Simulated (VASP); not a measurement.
Be3ZnTe4:

```
Be Zn Te
1.0
     4.03000    0.00000    0.00000
     0.00000    4.03000    0.00000
     0.00000    0.00000   11.40000
Be Zn Te
3 1 4
Cartesian
  2.0150 2.0150 8.5500
  2.0150 2.0150 2.8500
  0.0000 0.0000 5.7000
  0.0000 0.0000 0.0000
  0.0000 2.0150 9.8610
  2.0150 0.0000 1.5390
  2.0150 0.0000 7.0680
  0.0000 2.0150 4.3320
```

The cell was built by a generator and needn't be a form met in nature.

| Quantity | Value |
| --- | --- |
| Program | VASP 6.6.1 |
| Task | relaxation of cell and atoms |
| Functional | PBE |
| Potentials or basis | VASP PAW PBE potentials, release 64 (Be, Zn, Te) |
| Cutoff | 520 eV |
| k mesh | 4 × 4 × 2 |
| Occupations | gaussian, width 0.15 eV |
| Spin | no spin polarisation |

At the start: pressure 3.6 GPa; volume 23.14 Å³/atom.

Question: How do energy, volume and symmetry change on relaxing?

Answer: Over 9 steps the energy falls by 27.7 meV/atom and the volume is 24.23 Å³/atom (+4.7 %); space group P-4m2 (No. 115, to 0.05 Å).

Step by step:
```csv
step,energy change (eV),largest force (eV/Å),pressure (GPa),volume (Å³)
1,0.0000,0.6441,3.61,185.15
2,-0.1656,0.3674,-0.87,199.48
3,-0.1685,0.3965,-0.46,197.77
4,-0.1917,0.2710,-0.36,196.79
5,-0.2064,0.3000,0.01,194.95
6,-0.2067,0.2760,0.17,195.12
7,-0.2158,0.1978,-0.16,195.60
8,-0.2211,0.1047,-0.37,196.19
9,-0.2212,0.0278,0.40,193.87
```

Final structure:
```
CELL_PARAMETERS angstrom
4.09589 0.00000 0.00000
0.00000 4.09589 0.00000
0.00000 0.00000 11.55638
ATOMIC_POSITIONS crystal
Be 0.50000 0.50000 0.73940
Be 0.50000 0.50000 0.26060
Be 0.00000 0.00000 0.50000
Zn 0.00000 0.00000 0.00000
Te 0.00000 0.50000 0.85713
Te 0.50000 0.00000 0.14287
Te 0.50000 0.00000 0.61939
Te 0.00000 0.50000 0.38061
```
